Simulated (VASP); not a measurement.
An input for Quantum ESPRESSO's pw.x (written as the equivalent of a VASP run, and not itself run):

```
&CONTROL
  calculation = 'scf'
  pseudo_dir = './pseudo'
  outdir = './out'
  tprnfor = .true.
  tstress = .true.
/
&SYSTEM
  ibrav = 0
  nat = 2
  ntyp = 1
  ecutwfc = 84
  occupations = 'smearing'
  smearing = 'gaussian'
  degauss = 0.00735
  input_dft = 'pbe'
/
&ELECTRONS
  conv_thr = 7.3e-08
  electron_maxstep = 100
/
ATOMIC_SPECIES
  Tc 97.907 Tc.upf
CELL_PARAMETERS angstrom
    -2.3955800    2.3955800    1.3070570
     2.3955800   -2.3955800    1.3070570
     2.3955800    2.3955800   -1.3070570
ATOMIC_POSITIONS crystal
  Tc   0.7500000  0.2500000  0.5000000
  Tc   0.0000000  0.0000000  0.0000000
K_POINTS automatic
  11 11 11 0 0 0
```

Question: Translate this input to VASP (INCAR, KPOINTS, POSCAR, choice of POTCAR).

Answer: One answer among several that fit: 
**INCAR**
```
SYSTEM  =  Tc
NELM  =  100   ! most electronic steps
GGA  =  PE   ! PBE
ALGO  =  Normal
ENCUT  =  300
ISMEAR  =  0   ! Gaussian
SIGMA  =  0.1   ! width (eV)
EDIFF  =  1E-6   ! SCF stop (eV)
LCHARG  =  .False.
LASPH  =  .True.
LMAXMIX  =  4
LWAVE  =  .False.
LREAL  =  .False.
PREC  =  Accurate
ISIF  =  2
```

### KPOINTS
```
K-points
0
gamma
11 11 11
```

**POSCAR**
```
Tc
1.0
 -2.3955800000   2.3955800000   1.3070570000
  2.3955800000  -2.3955800000   1.3070570000
  2.3955800000   2.3955800000  -1.3070570000
Tc
2
Direct
  0.7500000000   0.2500000000   0.5000000000
  0.0000000000   0.0000000000   0.0000000000
```

POTCAR, in this order: Tc_pv (PBE.64 set). Program: vasp_std.

What does not carry over: the potentials are each code's own (VASP's PAW set, PseudoDojo norm-conserving files in pw.x), so ENCUT and ecutwfc are chosen apart and not converted; conv_thr bounds pw.x's estimated SCF error, while EDIFF bounds the energy change between steps.

The structure was generated: Tc was put into an ordered model structure, which need not be its known phase. The cell was not relaxed at this level.
